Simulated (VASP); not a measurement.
Wanted: the native input for a VASP 6.6.1 run.

| Item | Value |
| --- | --- |
| Task | single point |
| Functional | LDA |
| Potentials or basis | VASP PAW LDA potentials, release 64 (Si, P) |
| Cutoff | 520 eV |
| k mesh | 2 × 2 × 2 |
| Occupations | fermi-dirac, width 0.05 eV |
| Spin | collinear spin, typed start |
| Starting moments | [0.0, 0.0, 0.0, 0.0, 0.0, 0.0, 0.0, 0.0, 0.0, 0.0, 0.0, 0.0, 0.0, 0.0, 0.0, 0.0, 1.0] μB |
| Dipole correction | no |
| Further INCAR settings | LREAL = Auto; ALGO = Fast; EDIFF = 1e-07; NBANDS = 52 |

The structure of Si16P (a cell with a defect) lies in POSCAR:

```
Si16P
1.0
    0.0000000000      5.4300000000      5.4300000000
    5.4300000000      0.0000000000      5.4300000000
    5.4300000000      5.4300000000      0.0000000000
Si P
16 1
Direct
   -0.0037904439      0.0034336285     -0.0031405713
    0.1237261561      0.1278813102      0.1242183139
   -0.0036561805      0.0033129736      0.5034365822
    0.1270086728      0.1243357813      0.6243263246
    0.0018581447      0.4997879349     -0.0010429751
    0.1238919073      0.6242471179      0.1243219638
   -0.0035237182      0.4969578221      0.5033128837
    0.1240654183      0.6243703429      0.6271632981
    0.5037870419      0.0043905636     -0.0040447011
    0.6239278564      0.1240483289      0.1279384081
    0.4995709507      0.0000422599      0.5002475503
    0.6239865672      0.1240723913      0.6241414859
    0.5036947370      0.4958878933     -0.0039413814
    0.6298843592      0.6232802714      0.1234638139
    0.5036001807      0.4959990063      0.5043193522
    0.6240450543      0.6276734689      0.6241567775
    0.2561345959      0.7491214051      0.2467581747
```

The cell was built by a generator and needn't be a form met in nature.

The input as run:

INCAR

```
SYSTEM = Si16P
PREC = Accurate
ENCUT = 520
EDIFF = 1E-7
ISMEAR = -1
SIGMA = 0.05
LREAL = Auto
LASPH = .True.
NELM = 150
ALGO = Fast
ISIF = 2
LWAVE = .False.
LCHARG = .False.
ISPIN = 2
MAGMOM = 0 0 0 0 0 0 0 0 0 0 0 0 0 0 0 0 1
LORBIT = 11
NBANDS = 52
```

KPOINTS

```
regular mesh
0
Gamma
  2 2 2
  0 0 0
```

Potentials or basis: VASP PAW LDA potentials, release 64 (Si, P).

Run with:

```bash
$ cat potpaw_LDA.64/Si/POTCAR potpaw_LDA.64/P/POTCAR > POTCAR
$ mpirun -np 1 vasp_std > vasp.out
```

It gave:

```
Pressure                                              : 1.8 GPa
Largest force                                         : 0.077 eV/Å
Band gap on the k mesh                                : none (metal or under the smearing width)
Net moment                                            : 0.00 μB per cell
Valence electrons inside the program's atomic spheres : Si 1.69, 1.71, 1.74, 1.72; P 2.47
```

Caveat: the k mesh is coarse (spacing up to 0.50 Å⁻¹), so the values aren't converged.

Run time: 3.4 min on 1 thread of Intel(R) Xeon(R) 6975P-C (Granite Rapids), with other jobs on the host, peak memory 0.47 GiB.
